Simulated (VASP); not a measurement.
Computed with revPBE GGA, VASP's PBE PAW potentials (set 64) (plane waves; VASP 6.6.1).

The input files of a VASP run:

### INCAR
```
ALGO = Normal
EDIFF = 1E-6
EDIFFG = -0.01
ENCUT = 520
GGA = RE
IBRION = 2
ISIF = 3
ISMEAR = 1
LASPH = .TRUE.
LCHARG = .FALSE.
LMAXMIX = 4
LREAL = .FALSE.
LWAVE = .FALSE.
NELM = 100
NSW = 60
PREC = Accurate
SIGMA = 0.1
SYSTEM = Bi
```

**KPOINTS**
```
Automatic mesh
0
Gamma
9 9 9
0 0 0
```

File POSCAR:
```
Bi
1.0
  4.3655145642  -2.3000510920   0.0511067100
  4.3655145642   2.3000510920   0.0511067100
  3.1094308687   0.0000000000   3.8317103025
Bi
2
direct
  0.2319712746   0.2319712746   0.2319712746
  0.7680287254   0.7680287254   0.7680287254
```

POTCAR, in this order: Bi_d (PBE.64 set). Program: vasp_std.

Task: Predict the energy per atom (σ→0).

Result: 
```json
{
  "energy per atom (σ→0)": "-3.577 eV/atom"
}
```

File OSZICAR:
```
...
DAV:   6    -0.714990501857E+01   -0.39536E-02   -0.18135E-02  3908   0.143E+00    0.660E-01
DAV:   7    -0.715358999139E+01   -0.36850E-02   -0.16119E-02  3411   0.145E+00    0.104E-01
DAV:   8    -0.715389580267E+01   -0.30581E-03   -0.20713E-03  3529   0.539E-01    0.249E-02
DAV:   9    -0.715393842927E+01   -0.42627E-04   -0.10708E-04  4091   0.959E-02    0.134E-02
DAV:  10    -0.715394362086E+01   -0.51916E-05   -0.23618E-05  2788   0.353E-02    0.254E-03
DAV:  11    -0.715394470837E+01   -0.10875E-05   -0.16949E-06  2868   0.127E-02    0.161E-03
DAV:  12    -0.715394505745E+01   -0.34909E-06   -0.79018E-07  2350   0.803E-03
   1 F= -.71539451E+01 E0= -.71538893E+01  d E =-.715395E+01
```

The compound is Bi in the a7 structure. It was relaxed first, which changed the volume by +8 %. The start is the result of an earlier pass.
